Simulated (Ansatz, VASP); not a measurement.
## Al2BC3: VASP beside Ansatz

```
CELL_PARAMETERS angstrom
3.52920 0.00000 0.00000
-1.76460 3.05638 0.00000
0.00000 0.00000 7.06846
ATOMIC_POSITIONS crystal
Al 0.66667 0.33333 0.23765
Al 0.66667 0.33333 0.76235
B 0.00000 0.00000 0.00000
C 0.00000 0.00000 0.50000
C 0.33333 0.66667 0.00000
C 0.33333 0.66667 0.50000
```

Change from the starting cell: species swapped into the Ce2CoSi3 type (P-6m2, No. 187).

Alike in both runs: task relaxation of cell and atoms; functional PBE; k mesh 6 × 6 × 4; occupations gaussian, width 0.1 eV; no spin polarisation.

|  | VASP | Ansatz |
| --- | --- | --- |
| version | VASP 6.6.1 | Ansatz 0.2.0 |
| potentials or method | VASP PAW PBE potentials, release 64 (Al, B, C) | scalar-relativistic, plane waves, PAW |
| plane-wave cutoff (eV) | 600 | 420 |
| valence electrons in the cell | 21 | 21 |

Ansatz gave:

```
gap on the k mesh at the Fermi level, each at its own relaxed structure (eV) : none
relaxed volume (Å³/atom)                                                     : 11.33
relaxed cell length with the largest relative difference (Å)                 : 11.338
energy change over the relaxation (meV/atom)                                 : -1711
```

Problem. Which values does VASP return?

Solution. gap on the k mesh at the Fermi level, each at its own relaxed structure (eV): none; relaxed volume (Å³/atom): 10.56; relaxed cell length with the largest relative difference (Å): 10.588; energy change over the relaxation (meV/atom): -1678.

A gap of «none» marks a metal or a gap that the smearing closes. One of these differences is far larger than is usual between the two programs; its cause wasn't traced.

Caveats: the volume moved by over 15 % at a fixed basis, so the end points are rough (VASP); this functional lacks dispersion, which binds the layers, so the pressure and a relaxed spacing across them are unreliable.
